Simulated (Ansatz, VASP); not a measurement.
# LaYO2F2 in two plane-wave programs

Wanted: the spread between two codes on one cell, functional and k mesh. The cell is taken from a series of runs on this material, whose earlier steps may have relaxed, scaled, displaced or heated it; both programs get it as it stands.

Program: Ansatz 0.2.0. Level of theory: plane waves, with VASP 6.6.1 beside it; dielectric response at PBE. Results are calculated unless marked as measured.

The structure was built from a prototype and need not be the compound's stable phase.

## (1) The starting structure

Symmetry: P4mm, No. 99, tetragonal system. The conventional cell has a = 3.973 Å, b = 3.973 Å, c = 5.708 Å, α = 90.00°, β = 90.00°, γ = 90.00°. Nearest to La lie 4 O at 2.37 Å and 4 F at 2.61 Å. Nearest to Y lie 4 O at 2.28 Å and 4 F at 2.55 Å. Nearest to F lie 2 Y at 2.55 Å and 2 La at 2.61 Å. O has 2 Y at 2.28 Å and 2 La at 2.37 Å nearest. As first built, before any earlier steps moved the atoms (in the runner's words): half of the La replaced by Y in the P4/nmm structure of LaOF. Farther neighbours and most contacts between anions are not listed.

## (2) Ansatz: dielectric response, PBE

Ansatz runs on its default PAW (the set named soft_2) files.

The response to a field tests empty states and converges slowly with the mesh.

Contents of input.yaml:

```yaml
crystal:
  lattice:
    - [3.97343837, 0.0, 0.0]
    - [0.0, 3.97343837, 0.0]
    - [0.0, 0.0, 5.7076247346]
  atoms:
    - { symbol: La, position: [0.0, 0.5, 0.7142275602] }
    - { symbol: "Y", position: [0.5, 0.0, 0.2908634744] }
    - { symbol: F, position: [0.5, 0.5, 0.0105559981] }
    - { symbol: F, position: [0.0, 0.0, 0.0105559981] }
    - { symbol: O, position: [0.5, 0.5, 0.4868984847] }
    - { symbol: O, position: [0.0, 0.0, 0.4868984847] }
kpoints:
  mp_grid: { grid: [6, 6, 4] }
scf:
  occupations: { method: fixed }
hamiltonian:
  xc: pbe
  pseudopotentials: { kind: paw }
dielectric: {}
```

Run with:

```bash
> ansatz run input.yaml --threads 2 --pin off --max-ram 5120MiB --backend cpu --events-out ev --progress --plain --runs-dir out
```

Numbers of over 12 decimals in the logs are rounded to 6 here.

Output:

```text
Engine: ansatz 0.2.0, x86_64-unknown-linux-gnu
Pseudopotentials: kind: paw
Pseudopotential: La, paw, valence charge 11, recommended cutoff 420 eV (normal), La.paw.azcp
Pseudopotential: Y, paw, valence charge 11, recommended cutoff 420 eV (normal), Y.paw.azcp
Pseudopotential: F, paw, valence charge 7, recommended cutoff 420 eV (normal), F.paw.azcp
Pseudopotential: O, paw, valence charge 6, recommended cutoff 420 eV (normal), O.paw.azcp
Functional definition: PBE
  parameter kappa = 0.804
  parameter beta = 0.066725
  exchange = pbe_x(kappa = kappa, mu = beta*pi^2/3)
  correlation = pbe_c(beta = beta)
Crystal: 6 atoms, lattice volume = 90.113 Å³
Basis set: ecut = 420 eV, 1779 PW (Γ), exchange–correlation on 60×60×80 points (8 copies of the dense FFT grid, shifted against one another)
Bands: 30, of which v1, the nominal top of the filled ones, is band 24 counted from 1 (23 counted from 0)
Symmetry: 8 space group operations
k-points: 56 of 144 (irreducible under 2 space group operations, time reversal used)
Non-local potential: La, projectors of the file, l = 0: 3, l = 1: 2, l = 2: 2, l = 3: 3
Non-local potential: Y, projectors of the file, l = 0: 3, l = 1: 2, l = 2: 2, l = 3: 1
Non-local potential: F, projectors of the file, l = 0: 2, l = 1: 2, l = 2: 1
Non-local potential: O, projectors of the file, l = 0: 2, l = 1: 2, l = 2: 1
PAW form: soft (Blöchl's): semilocal exchange-correlation on the pseudo side does not see the compensation charge
PAW one-centre angular grid: La, 590 points (default); XC on 64 Gauss nodes
PAW one-centre angular grid: Y, 590 points (default); XC on 64 Gauss nodes
PAW one-centre angular grid: F, 110 points (default); XC on 64 Gauss nodes
PAW one-centre angular grid: O, 110 points (default); XC on 64 Gauss nodes
Initial density: superposition of atomic densities (neutral atoms: chi_scale 0, normalization atom), corrected by the library's trained network
Initial wavefunctions: pseudopotential atomic-orbital guess
Functional: x = pbe(κ = 0.804, μ = 0.219515), c = pbe(β = 0.066725)
SCF iter   1: F=—  HF=-12862.862070 eV  |F-HF|=—  |Δ(HF+E_count)|=         —  Δρ=1.56e-3  dr2=9.11e-4  ethr=1.77e-3  ⟨swp⟩=4.0  Hψ=5637  notcnv=0  defer=97
preconditioner: auto → Resta (q_TF=auto, 2.456 Å⁻¹)  ε∞=4.1  [insulator: Δε(μ)=4.450 eV  Ē_g=14.622 eV  n_scr=20 (ndim 8)  ℏωp=25.9 eV  f_vac=0.073  ε∞_Penn≈4.1]
SCF iter   2: F=—  HF=-12862.863411 eV  |F-HF|=—  |Δ(HF+E_count)|=   1.34e-3  Δρ=8.61e-4  dr2=2.94e-4  ethr=1.90e-6  ⟨swp⟩=3.1  Hψ=4459  notcnv=0  defer=223
SCF iter   3: F=—  HF=-12862.863956 eV  |F-HF|=—  |Δ(HF+E_count)|=   5.44e-4  Δρ=4.14e-4  dr2=1.19e-4  ethr=6.13e-7  ⟨swp⟩=2.1  Hψ=2895  notcnv=0  defer=224
SCF iter   4: F=—  HF=-12862.863944 eV  |F-HF|=—  |Δ(HF+E_count)|=   1.13e-5  Δρ=7.59e-5  dr2=5.48e-6  ethr=2.48e-7  ⟨swp⟩=2.0  Hψ=2584  notcnv=0  defer=92
SCF iter   5: F=—  HF=-12862.863947 eV  |F-HF|=—  |Δ(HF+E_count)|=   2.90e-6  Δρ=3.99e-5  dr2=1.17e-6  ethr=1.14e-8  ⟨swp⟩=2.0  Hψ=2601  notcnv=0  defer=76
SCF iter   6: F=—  HF=-12862.863946 eV  |F-HF|=—  |Δ(HF+E_count)|=   1.41e-6  Δρ=1.50e-5  dr2=1.92e-7  ethr=2.43e-9  ⟨swp⟩=2.0  Hψ=2830  notcnv=0  defer=76
SCF iter   7: F=—  HF=-12862.863946 eV  |F-HF|=—  |Δ(HF+E_count)|=   9.79e-8  Δρ=6.72e-6  dr2=4.46e-8  ethr=4.00e-10  ⟨swp⟩=2.0  Hψ=2824  notcnv=0  defer=76
SCF iter   8: F=—  HF=-12862.863946 eV  |F-HF|=—  |Δ(HF+E_count)|=   6.73e-8  Δρ=1.24e-6  dr2=2.35e-9  ethr=9.29e-11  ⟨swp⟩=2.5  Hψ=2762  notcnv=0  defer=76
SCF iter   9: F=—  HF=-12862.863946 eV  |F-HF|=—  |Δ(HF+E_count)|=   7.98e-9  Δρ=3.03e-7  dr2=1.02e-10  ethr=4.90e-12  ⟨swp⟩=2.0  Hψ=2707  notcnv=0  defer=76
SCF iter  10: F=-12862.863946 eV  HF=-12862.863946 eV  |F-HF|=0.00e0  |Δ(HF+E_count)|=  3.02e-10  Δρ=4.59e-8  dr2=2.41e-12  ethr=1.00e-12  ⟨swp⟩=9.8  Hψ=6079  notcnv=0
SCF 1 converged in 10 iterations: F = -12862.863946 eV  dr2 = 2.41e-12
  greatest PAW one-centre occupation: 0.993 electrons in one spin orbital (limit 2), on the Y atom at site 1 (counted from 0), in its partial waves of l = 0
DFPT response loops at Γ: preconditioner auto → none (the input reference at scf.mixing.eps_inf says where Resta's filter doesn't serve); β = 0.50; Broyden in place of MSR1
SCF converged after 10 iterations
Free energy (F): -12862.863946 eV
Harris-Foulkes:  -12862.863946 eV  (|F-HF|=0.00e0)
Internal energy: -12862.863946 eV  (E = F + TS)
E sigma→0 (E₀):  -12862.863946 eV
Fermi energy:    7.905325 eV
--- Per-component energies (eV) ---
  E_band       = -165.885807
  E_kinetic    = 1263.793533
  E_local      = -2681.261356  (includes V_loc(G=0)·N_el)
  E_nonlocal   = 388.267464
  E_hartree    = 964.430966
  E_xc         = -623.852992
  E_vxc        = -744.623267  (∫ρ·V_xc dr)
  E_paw        = -8959.401046  (= ΣΔE_a)
  E_vpaw       = -320.933111  (= ΣTr[D̂ρ^β])
  E_aug_tail   = 0.009016  (compensation charges beyond the density's cutoff)
  E_ewald      = -3214.849532
  E_smearing   = -0.000000  (= −TS)
  E_closure    = 0.000000  (closes the sum)
  Σ components = -12862.863946   (vs F -12862.863946, Δ=0.00e0)
--- Band table (eV; the first three rows and the last of 56) ---
  k-point 0: bands = [... 20 lower, 6.5000, 6.8393, 7.6233, 7.6233, 12.4954, 13.2195, 13.4259, 13.4469, ... 2 higher]
  k-point 1: bands = [... 20 lower, 6.1292, 6.4804, 7.6831, 7.6831, 12.7473, 13.1752, 13.4415, 13.4415, ... 2 higher]
  k-point 2: bands = [... 20 lower, 6.0901, 6.0901, 7.7395, 7.7395, 12.9822, 13.1414, 13.4362, 13.4362, ... 2 higher]
  k-point 55: bands = [... 20 lower, 7.3847, 7.4595, 7.4595, 7.5329, 12.6892, 12.9336, 13.3313, 13.3313, ... 2 higher]
--- Dielectric response (ions clamped): 2 representative field directions + reference, on 56 of 144 k-points (Σ response iterations 18) ---
  k mesh reduced under 2 symmetry operations, with k and −k counted as one. Each operation leaves every solved perturbation unchanged. A smaller set is not considered because the run solves the response to a homogeneous field
  ε∞ (high-frequency dielectric tensor):
        3.645327     0.000000     0.000000
        0.000000     3.645327     0.000000
        0.000000     0.000000     3.183229
  Born effective charges Z* (e; rows j = field, columns β = displacement):
    site 0:
         4.07264    0.00000   -0.00000
         0.00000    4.07264    0.00000
         0.00000    0.00000    3.54572
    site 1:
         3.97216   -0.00000    0.00000
         0.00000    3.97216    0.00000
         0.00000    0.00000    3.33337
    site 2:
        -1.30782   -0.00000    0.00000
         0.00000   -1.22800    0.00000
         0.00000    0.00000   -1.72851
    site 3:
        -1.22800   -0.00000   -0.00000
         0.00000   -1.30782    0.00000
         0.00000    0.00000   -1.72851
    site 4:
        -2.82078   -0.00000   -0.00000
         0.00000   -2.68820    0.00000
         0.00000    0.00000   -1.71104
    site 5:
        -2.68820   -0.00000   -0.00000
         0.00000   -2.82078    0.00000
        -0.00000    0.00000   -1.71104
  Z* charge neutrality: 9.578e-5 e pre-enforcement
  k-mesh period / interband length: 22.8 Å / 1.07 Å = 21.34 at k = (0.0000, 0.0000, 0.0000), direct gap 4.872 eV — 14 or more, which is no proof of convergence
```

(Continued in part 2 of 2.)

[Lines on the potential files, build, host, timing and source positions are cut from VASP's logs without a mark.]

[Logs are printed without paths, hosts, clocks, repeated set-up lines and the standing remarks that a program may print on its own settings, such as how far it seeks lower states.]

[Hosts, paths, dates, database ids (printed as entryN), source tags and the programs' standing remarks are cut or masked in the printed files.]
